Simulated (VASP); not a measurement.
All values below come from optB86b-vdW, VASP's PBE PAW potentials (set 64) (plane waves; VASP).

Input for VASP

**INCAR**
```
SYSTEM = Ru
PREC = Accurate
ENCUT = 520
EDIFF = 1E-7
NELM = 100
ALGO = Normal
LREAL = .FALSE.
LASPH = .TRUE.
ISMEAR = 1
SIGMA = 0.1
GGA = MK
PARAM1 = 0.1234
PARAM2 = 1.0
LUSE_VDW = .TRUE.
AGGAC = 0.0
LMAXMIX = 4
LWAVE = .FALSE.
LCHARG = .FALSE.
ISIF = 4
IBRION = 2
NSW = 30
EDIFFG = -0.01
```

### KPOINTS
```
Automatic mesh
0
Gamma
15 15 9
0 0 0
```

**POSCAR**
```
Ru
1.0
  1.3405788769  -2.3219508802   0.0000000000
  1.3405788769   2.3219508802   0.0000000000
  0.0000000000   0.0000000000   4.2250421508
Ru
2
Cart
  1.3405788769   0.7739851747   1.0562605377
  1.3405788769  -0.7739851747   3.1687816131
```

POTCAR, in this order: Ru_pv (PBE.64 set). Program: vasp_std.

The resulting files:

**OUTCAR**
```
 ion  position               nearest neighbor table
   1  0.333  0.667  0.250-   2 2.62   2 2.62   2 2.62   2 2.62   2 2.62   2 2.62
   2  0.667  0.333  0.750-   1 2.62   1 2.62   1 2.62   1 2.62   1 2.62   1 2.62
  LATTYP: Found a hexagonal cell.
 ALAT       =     2.6811578870
 C/A-ratio  =     1.5758274331
 Subroutine PRICEL returns:
 Original cell was already a primitive cell.
 Subroutine GETGRP returns: Found 24 space group operations
The static configuration has the point symmetry D_3d.
 The point group associated with its full space group is D_6h.
The dynamic configuration has the point symmetry D_3d.
 Subroutine INISYM returns: Found 24 space group operations
 Subroutine IBZKPT returns following result:
 Found    135 irreducible k-points:

 Following reciprocal coordinates:
            Coordinates               Weight
  0.000000  0.000000  0.000000      1.000000
  0.066667 -0.000000  0.000000      6.000000
  0.133333  0.000000  0.000000      6.000000
  0.200000 -0.000000  0.000000      6.000000
  0.266667  0.000000  0.000000      6.000000
  0.333333  0.000000  0.000000      6.000000
  0.400000  0.000000  0.000000      6.000000
...
```

### OSZICAR
```
       N       E                     dE             d eps       ncg     rms          rms(c)
DAV:   1     0.290781612679E+03    0.29078E+03   -0.18102E+04  4868   0.174E+03
DAV:   2    -0.723539424074E+01   -0.29802E+03   -0.29220E+03  5126   0.496E+02
DAV:   3    -0.139850406709E+02   -0.67496E+01   -0.65518E+01  5124   0.795E+01
DAV:   4    -0.140652418152E+02   -0.80201E-01   -0.80041E-01  5916   0.723E+00
DAV:   5    -0.140663978059E+02   -0.11560E-02   -0.11559E-02  5362   0.836E-01    0.195E+01
DAV:   6    -0.128414405221E+02    0.12250E+01   -0.32234E+00  4926   0.189E+01    0.547E+00
DAV:   7    -0.127466721908E+02    0.94768E-01   -0.28207E-01  5004   0.509E+00    0.122E+00
DAV:   8    -0.127372174777E+02    0.94547E-02   -0.85207E-03  4946   0.113E+00    0.784E-02
DAV:   9    -0.127373079478E+02   -0.90470E-04   -0.39271E-04  6402   0.204E-01    0.400E-02
DAV:  10    -0.127373263581E+02   -0.18410E-04   -0.12377E-05  5140   0.388E-02    0.340E-03
DAV:  11    -0.127373268249E+02   -0.46680E-06   -0.68969E-07  5898   0.812E-03    0.216E-03
DAV:  12    -0.127373265031E+02    0.32182E-06   -0.50725E-08  2680   0.266E-03    0.441E-04
DAV:  13    -0.127373265282E+02   -0.25106E-07   -0.38342E-09  2546   0.594E-04
   1 F= -.12737327E+02 E0= -.12736715E+02  d E =-.127373E+02
       N       E                     dE             d eps       ncg     rms          rms(c)
DAV:   1    -0.127633541073E+02   -0.26028E-01   -0.99719E-01  4910   0.873E+00    0.970E-01
DAV:   2    -0.127419564263E+02    0.21398E-01   -0.29857E-02  4898   0.164E+00    0.406E-01
DAV:   3    -0.127375070938E+02    0.44493E-02   -0.14709E-02  5832   0.856E-01    0.878E-02
DAV:   4    -0.127375211924E+02   -0.14099E-04   -0.43248E-04  5766   0.242E-01    0.597E-02
DAV:   5    -0.127375231850E+02   -0.19927E-05   -0.37111E-05  6388   0.498E-02    0.233E-02
DAV:   6    -0.127375218248E+02    0.13602E-05   -0.63235E-06  5048   0.301E-02    0.228E-03
DAV:   7    -0.127375218267E+02   -0.18676E-08   -0.25662E-07  3652   0.522E-03
   2 F= -.12737522E+02 E0= -.12737187E+02  d E =-.195299E-03
       N       E                     dE             d eps       ncg     rms          rms(c)
DAV:   1    -0.127437421249E+02   -0.62203E-02   -0.21390E-01  4906   0.404E+00    0.450E-01
DAV:   2    -0.127391643591E+02    0.45778E-02   -0.63513E-03  4902   0.776E-01    0.189E-01
DAV:   3    -0.127382082361E+02    0.95612E-03   -0.32092E-03  5848   0.403E-01    0.412E-02
DAV:   4    -0.127382111262E+02   -0.28901E-05   -0.97805E-05  5778   0.115E-01    0.279E-02
DAV:   5    -0.127382120491E+02   -0.92289E-06   -0.85245E-06  6410   0.219E-02    0.127E-02
DAV:   6    -0.127382113420E+02    0.70704E-06   -0.22669E-06  4980   0.177E-02    0.156E-03
DAV:   7    -0.127382113435E+02   -0.15293E-08   -0.78207E-08  2572   0.304E-03
   3 F= -.12738211E+02 E0= -.12737730E+02  d E =-.884815E-03
```

### OUTCAR
```
------------------------ aborting loop because EDIFF is reached ----------------------------------------
  FORCE on cell =-STRESS in cart. coord.  units (eV):
  Direction    XX          YY          ZZ          XY          YZ          ZX
  --------------------------------------------------------------------------------------
  Total        1.7410879      1.7410882      1.7418466      0.0000000      0.0000000      0.0000000
  in kB      106.0534610    106.0534757    106.0996739      0.0000000      0.0000000      0.0000000
  external PRESSURE =     106.0688702 kB  Pullay stress =       0.0000000 kB
  volume of cell :       26.30
      direct lattice vectors                 reciprocal lattice vectors
     1.337974794 -2.317440482 -0.000000000     0.373699118 -0.215755271 -0.000000000
     1.337974794  2.317440482  0.000000000     0.373699118  0.215755271  0.000000000
     0.000000000 -0.000000000  4.241504434     0.000000000 -0.000000000  0.235765402
 POSITION                                       TOTAL-FORCE (eV/Angst)
 -----------------------------------------------------------------------------------
      1.33797      0.77248      1.06038        -0.000000     -0.000000      0.000000
      1.33797     -0.77248      3.18113         0.000000      0.000000      0.000000
 -----------------------------------------------------------------------------------
    total drift:                               -0.000000      0.000494     -0.000045
  FREE ENERGIE OF THE ION-ELECTRON SYSTEM (eV)
  ---------------------------------------------------
  free  energy   TOTEN  =       -12.7382113435 eV

  energy  without entropy=      -12.7367679349  energy(sigma->0) =      -12.73773021

 reached required accuracy - stopping structural energy minimisation
```
(Selected blocks of OUTCAR.)

### CONTCAR
```
Ru
   1.00000000000000
     1.3379747937113895   -2.3174404819072669   -0.0000000000000000
     1.3379747937113895    2.3174404819072669    0.0000000000000000
     0.0000000000000000   -0.0000000000000000    4.2415044344451731
  Ru
     2
Direct
     0.3333330000000032    0.6666669999999968    0.2500000000000000
     0.6666669999999968    0.3333330000000032    0.7500000000000000
```

The compound is Ru in the hcp structure. This cell is one point of a volume scan, at 0.97 of the reference volume. Symmetry was kept, so distortions that lower it aren't found.
